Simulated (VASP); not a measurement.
All values below come from PBEsol GGA, VASP's PBE PAW potentials (set 64) (plane waves; VASP).

The input files of a VASP run:

### KPOINTS
```
Automatic
0
gamma
 10 10 10
```

INCAR:
```
SYSTEM = GaP
PREC = Accurate
ENCUT = 300
EDIFF = 1E-6
NELM = 100
ALGO = Normal
LREAL = .FALSE.
LASPH = .TRUE.
ISMEAR = -1
SIGMA = 0.01
GGA = PS
LMAXMIX = 4
LWAVE = .FALSE.
LCHARG = .FALSE.
ISIF = 2
```

File POSCAR:
```
GaP
1
    0.0000000000     2.6705000000     2.6705000000
    2.6705000000     0.0000000000     2.6705000000
    2.6705000000     2.6705000000     0.0000000000
Ga P
1 1
Direct
  0.0000000000   0.0000000000   0.0000000000
  0.2500000000   0.2500000000   0.2500000000
```

POTCAR, in this order: Ga_d P (PBE.64 set). Program: vasp_std.

Output

OUTCAR:
```
 ion  position               nearest neighbor table
   1  0.000  0.000  0.000-   2 2.31   2 2.31   2 2.31   2 2.31
   2  0.250  0.250  0.250-   1 2.31   1 2.31   1 2.31   1 2.31
  LATTYP: Found a face centered cubic cell.
 ALAT       =     5.3410000000
 Subroutine PRICEL returns:
 Original cell was already a primitive cell.
 Subroutine GETGRP returns: Found 24 space group operations
The static configuration has the point symmetry T_d .
The dynamic configuration has the point symmetry T_d .
 Subroutine INISYM returns: Found 24 space group operations
 Subroutine IBZKPT returns following result:
 Found     47 irreducible k-points:

 Following reciprocal coordinates:
            Coordinates               Weight
  0.000000  0.000000  0.000000      1.000000
  0.100000  0.000000  0.000000      8.000000
  0.200000  0.000000  0.000000      8.000000
  0.300000  0.000000  0.000000      8.000000
  0.400000  0.000000  0.000000      8.000000
  0.500000  0.000000  0.000000      4.000000
  0.100000  0.100000  0.000000      6.000000
  0.200000  0.100000  0.000000     24.000000
  0.300000  0.100000  0.000000     24.000000
  0.400000  0.100000  0.000000     24.000000
  0.500000  0.100000  0.000000     24.000000
 -0.400000  0.100000  0.000000     24.000000
 -0.300000  0.100000  0.000000     24.000000
 -0.200000  0.100000  0.000000     24.000000
 -0.100000  0.100000  0.000000     12.000000
  0.200000  0.200000  0.000000      6.000000
  0.300000  0.200000  0.000000     24.000000
  0.400000  0.200000  0.000000     24.000000
  0.500000  0.200000  0.000000     24.000000
 -0.400000  0.200000  0.000000     24.000000
 -0.300000  0.200000  0.000000     24.000000
 -0.200000  0.200000  0.000000     12.000000
  0.300000  0.300000  0.000000      6.000000
  0.400000  0.300000  0.000000     24.000000
  0.500000  0.300000  0.000000     24.000000
 -0.400000  0.300000  0.000000     24.000000
 -0.300000  0.300000  0.000000     12.000000
  0.400000  0.400000  0.000000      6.000000
  0.500000  0.400000  0.000000     24.000000
 -0.400000  0.400000  0.000000     12.000000
  0.500000  0.500000  0.000000      3.000000
  0.300000  0.200000  0.100000     24.000000
  0.400000  0.200000  0.100000     48.000000
  0.500000  0.200000  0.100000     48.000000
 -0.400000  0.200000  0.100000     24.000000
  0.400000  0.300000  0.100000     24.000000
  0.500000  0.300000  0.100000     48.000000
 -0.400000  0.300000  0.100000     48.000000
 -0.300000  0.300000  0.100000     48.000000
 -0.200000  0.300000  0.100000     24.000000
   k-points           NKPTS =     47   k-points in BZ     NKDIM =     47   number of bands    NBANDS=     13
   number of dos      NEDOS =    301   number of ions     NIONS =      2
   total plane-waves  NPLWV =  13824
   dimension x,y,z NGX =    24 NGY =   24 NGZ =   24
   dimension x,y,z NGXF=    48 NGYF=   48 NGZF=   48
   ions per type =               1   1
   PREC   = accura    normal or accurate (medium, high low for compatibility)
   ISTART =      0    job   : 0-new  1-cont  2-samecut
   ICHARG =      2    charge: 1-file 2-atom 10-const
   ISPIN  =      1    spin polarized calculation?
   LNONCOLLINEAR =      F non collinear calculations
   LSORBIT =      F    spin-orbit coupling
   INIWAV =      1    electr: 0-lowe 1-rand  2-diag
   ENCUT  =  300.0 eV  22.05 Ry    4.70 a.u.   5.33  5.33  5.33*2*pi/ulx,y,z
   NELM   =    100;   NELMIN=  2; NELMDL= -5     # of ELM steps
   EDIFF  = 0.1E-05   stopping-criterion for ELM
   LREAL  =      F    real-space projection
   NLSPLINE    = F    spline interpolate recip. space projectors
   LMAXMIX     =    4 max onsite mixed and CHGCAR
...
```

**OSZICAR**
```
       N       E                     dE             d eps       ncg     rms          rms(c)
DAV:   1     0.608979197825E+02    0.60898E+02   -0.73557E+03  1235   0.153E+03
DAV:   2    -0.603292296946E+01   -0.66931E+02   -0.64880E+02  1332   0.251E+02
DAV:   3    -0.101332846750E+02   -0.41004E+01   -0.40731E+01  1542   0.612E+01
DAV:   4    -0.101971403702E+02   -0.63856E-01   -0.63831E-01  1465   0.803E+00
DAV:   5    -0.101985938857E+02   -0.14535E-02   -0.14534E-02  1572   0.101E+00    0.450E+00
DAV:   6    -0.993859846902E+01    0.26000E+00   -0.44349E-01  1912   0.146E+01    0.290E+00
DAV:   7    -0.989316273192E+01    0.45436E-01   -0.11092E-01  1664   0.289E+00    0.106E+00
DAV:   8    -0.989016259973E+01    0.30001E-02   -0.13959E-02  1450   0.171E+00    0.192E-01
DAV:   9    -0.989028494527E+01   -0.12235E-03   -0.11554E-03  1672   0.572E-01    0.671E-02
DAV:  10    -0.989029740412E+01   -0.12459E-04   -0.69221E-05  1544   0.851E-02    0.253E-02
DAV:  11    -0.989032122058E+01   -0.23816E-04   -0.24524E-05  1377   0.589E-02    0.406E-03
DAV:  12    -0.989032110388E+01    0.11670E-06   -0.13222E-06  1101   0.184E-02
   1 F= -.98903211E+01 E0= -.98903211E+01  d E =-.357974E-11
```

OUTCAR:
```
------------------------ aborting loop because EDIFF is reached ----------------------------------------
  FORCE on cell =-STRESS in cart. coord.  units (eV):
  Direction    XX          YY          ZZ          XY          YZ          ZX
  --------------------------------------------------------------------------------------
  Total        1.1719674      1.1719674      1.1719674      0.0000000      0.0000000      0.0000000
  in kB       49.2967578     49.2967578     49.2967578      0.0000000      0.0000000      0.0000000
  external PRESSURE =      49.2967578 kB  Pullay stress =       0.0000000 kB
  volume of cell :       38.09
      direct lattice vectors                 reciprocal lattice vectors
     0.000000000  2.670500000  2.670500000    -0.187230856  0.187230856  0.187230856
     2.670500000  0.000000000  2.670500000     0.187230856 -0.187230856  0.187230856
     2.670500000  2.670500000  0.000000000     0.187230856  0.187230856 -0.187230856
  FREE ENERGIE OF THE ION-ELECTRON SYSTEM (eV)
  ---------------------------------------------------
  free  energy   TOTEN  =        -9.8903211039 eV

  energy  without entropy=       -9.8903211039  energy(sigma->0) =       -9.89032110
```
(Selected blocks of OUTCAR.)

At this cut-off the stress carries a Pulay error, which pulls relaxed volumes low.

The structure is a typed GaP crystal. The cell was not relaxed at this level, and its volume differs by -5.9 % from the start's.
